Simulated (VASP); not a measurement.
Method: PBEsol GGA, VASP's PBE PAW potentials (set 64) (plane waves; VASP).

VASP ran on this input.

KPOINTS:
```
Automatic mesh
0
Gamma
13 13 7
0 0 0
```

POSCAR:
```
Mg
1
    1.5896614121    -2.7533747737     0.0000000000
    1.5896614121     2.7533747737    -0.0000000000
    0.0000000000     0.0000000000     5.1406642294
Mg
2
Direct
  0.3333330000   0.6666670000   0.2500000000
  0.6666670000   0.3333330000   0.7500000000
```

INCAR:
```
! general
SYSTEM  = Mg
PREC    = Accurate
ENCUT   = 500
LREAL   = .FALSE.
LASPH   = .TRUE.

! electronic loop
EDIFF   = 1E-6
NELM    = 100
ALGO    = Normal

! smearing
ISMEAR  = 1
SIGMA   = 0.1

! functional
GGA     = PS

! ions
IBRION  = 2
NSW     = 40
ISIF    = 3
EDIFFG  = -0.02
PSTRESS = 50

! output
LWAVE   = .FALSE.
LCHARG  = .FALSE.
```

POTCAR, in this order: Mg (PBE.64 set). Program: vasp_std.

Output

**OSZICAR**
```
       N       E                     dE             d eps       ncg     rms          rms(c)
DAV:   1     0.211744303688E-01    0.21174E-01   -0.12860E+03  1008   0.461E+02
DAV:   2    -0.342793248186E+01   -0.34491E+01   -0.32581E+01  1362   0.305E+01
DAV:   3    -0.345791955496E+01   -0.29987E-01   -0.29379E-01  1434   0.367E+00
DAV:   4    -0.345800672929E+01   -0.87174E-04   -0.87166E-04  1440   0.164E-01
DAV:   5    -0.345800699632E+01   -0.26703E-06   -0.26713E-06  1404   0.775E-03    0.963E-01
DAV:   6    -0.344742584651E+01    0.10581E-01   -0.57278E-04  1326   0.228E-01    0.613E-01
DAV:   7    -0.343785740629E+01    0.95684E-02   -0.23726E-03  1128   0.412E-01    0.314E-02
DAV:   8    -0.343786194350E+01   -0.45372E-05   -0.14419E-05  1626   0.338E-02    0.628E-03
DAV:   9    -0.343786154630E+01    0.39720E-06   -0.91472E-07  1098   0.606E-03
   1 F= -.20335010E+01 E0= -.20330658E+01  d E =-.203350E+01
       N       E                     dE             d eps       ncg     rms          rms(c)
DAV:   1    -0.337869497321E+01    0.59167E-01   -0.38929E-01  1272   0.427E+00    0.196E-01
DAV:   2    -0.337794576112E+01    0.74921E-03   -0.11887E-03  1200   0.301E-01    0.125E-01
DAV:   3    -0.337735028246E+01    0.59548E-03   -0.10970E-04  1314   0.745E-02    0.599E-03
DAV:   4    -0.337734650512E+01    0.37773E-05   -0.15134E-06  1284   0.997E-03    0.304E-03
DAV:   5    -0.337734469133E+01    0.18138E-05   -0.50818E-07   678   0.534E-03    0.982E-05
DAV:   6    -0.337734476217E+01   -0.70840E-07   -0.11364E-08   624   0.878E-04
   2 F= -.21116947E+01 E0= -.21117881E+01  d E =-.781937E-01
       N       E                     dE             d eps       ncg     rms          rms(c)
DAV:   1    -0.337315691187E+01    0.41878E-02   -0.38209E-04  1218   0.134E-01    0.605E-03
DAV:   2    -0.337315657014E+01    0.34173E-06   -0.12231E-06  1170   0.973E-03
   3 F= -.21117838E+01 E0= -.21118881E+01  d E =-.782828E-01
       N       E                     dE             d eps       ncg     rms          rms(c)
DAV:   1    -0.337314516848E+01    0.11743E-04   -0.31920E-04  1350   0.102E-01    0.603E-03
DAV:   2    -0.337314460620E+01    0.56228E-06   -0.17456E-06  1122   0.957E-03
   4 F= -.21118776E+01 E0= -.21120463E+01  d E =-.937970E-04
```

File OUTCAR:
```
------------------------ aborting loop because EDIFF is reached ----------------------------------------
  FORCE on cell =-STRESS in cart. coord.  units (eV):
  Direction    XX          YY          ZZ          XY          YZ          ZX
  --------------------------------------------------------------------------------------
  Total        1.2497560      1.2497564      1.2804932     -0.0000000      0.0000000      0.0000000
  in kB       49.5436730     49.5436899     50.7621776     -0.0000000      0.0000000      0.0000000
  external PRESSURE =      -0.0501532 kB  Pullay stress =      50.0000000 kB
  volume of cell :       40.42
      direct lattice vectors                 reciprocal lattice vectors
     1.532347143 -2.654103557 -0.000000000     0.326296820 -0.188387525  0.000000000
     1.532347143  2.654103557  0.000000000     0.326296820  0.188387525 -0.000000000
     0.000000000  0.000000000  4.968697734    -0.000000000 -0.000000000  0.201259979
 POSITION                                       TOTAL-FORCE (eV/Angst)
 -----------------------------------------------------------------------------------
      1.53235      0.88470      1.24217        -0.000000     -0.000000      0.000000
      1.53235     -0.88470      3.72652         0.000000      0.000000      0.000000
 -----------------------------------------------------------------------------------
    total drift:                               -0.000000     -0.000007      0.000001
  FREE ENERGIE OF THE ION-ELECTRON SYSTEM (eV)
  ---------------------------------------------------
  free  energy   TOTEN  =        -3.3731446062 eV

  energy  without entropy=       -3.3736504915  energy(sigma->0) =       -3.37331323
  enthalpy is  TOTEN    =        -2.1118776372 eV   P V=        1.2612669690

 reached required accuracy - stopping structural energy minimisation
```
(Selected blocks of OUTCAR.)

**CONTCAR**
```
Mg
   1.00000000000000
     1.5323471430719060   -2.6541035568963749   -0.0000000000000000
     1.5323471430719060    2.6541035568963749    0.0000000000000000
     0.0000000000000000    0.0000000000000000    4.9686977342307408
  Mg
     2
Direct
     0.3333330000000032    0.6666669999999968    0.2500000000000000
     0.6666669999999968    0.3333330000000032    0.7500000000000000
```

File OUTCAR:
```
 val. band max:        3.2744727248   @ k =   0.3077   0.3077   0.1429

 cond. band min:       3.3523802348   @ k =   0.4615   0.0000   0.2857


 Fermi energy:         3.3261504159

 k-point     1 :       0.0000    0.0000    0.0000
  band No.  band energies     occupation
      1      -4.2082      2.00000
      2       1.4001      2.00000
      3       2.0685      2.00000
      4      14.9533      0.00000
      5      14.9533      0.00000
      6      15.3383      0.00000

 k-point     2 :       0.0769    0.0000    0.0000
  band No.  band energies     occupation
      1      -4.0814      2.00000
      2       1.5140      2.00000
      3       2.1900      2.00000
      4      12.8263      0.00000
      5      13.9160      0.00000
      6      14.7195      0.00000

 k-point     3 :       0.1538    0.0000    0.0000
  band No.  band energies     occupation
      1      -3.7022      2.00000
      2       1.8560      2.00000
      3       2.5494      2.00000
      4      10.3260      0.00000
      5      12.9008      0.00000
      6      13.4494      0.00000

 k-point     4 :       0.2308    0.0000    0.0000
  band No.  band energies     occupation
      1      -3.0741      2.00000
      2       2.4270      2.00000
      3       3.1239      2.01487
      4       7.9840      0.00000
      5      12.0848      0.00000
      6      12.1193      0.00000

 k-point     5 :       0.3077    0.0000    0.0000
  band No.  band energies     occupation
      1      -2.2026      2.00000
      2       3.2281      2.04605
      3       3.7968     -0.00000
      4       5.9545      0.00000
      5      10.7283      0.00000
      6      10.7343      0.00000

 k-point     6 :       0.3846    0.0000    0.0000
  band No.  band energies     occupation
      1      -1.0962      2.00000
      2       3.3707      0.32291
      3       4.2605     -0.00000
      4       5.4309      0.00000
      5       8.7685      0.00000
      6       9.2750      0.00000
...
```

Energy and stress use the plane-wave basis of the starting cell.

The compound is Mg in the hcp structure. This run relaxes it under an external pressure of 5 GPa. Symmetry was kept, so distortions that lower it aren't found.
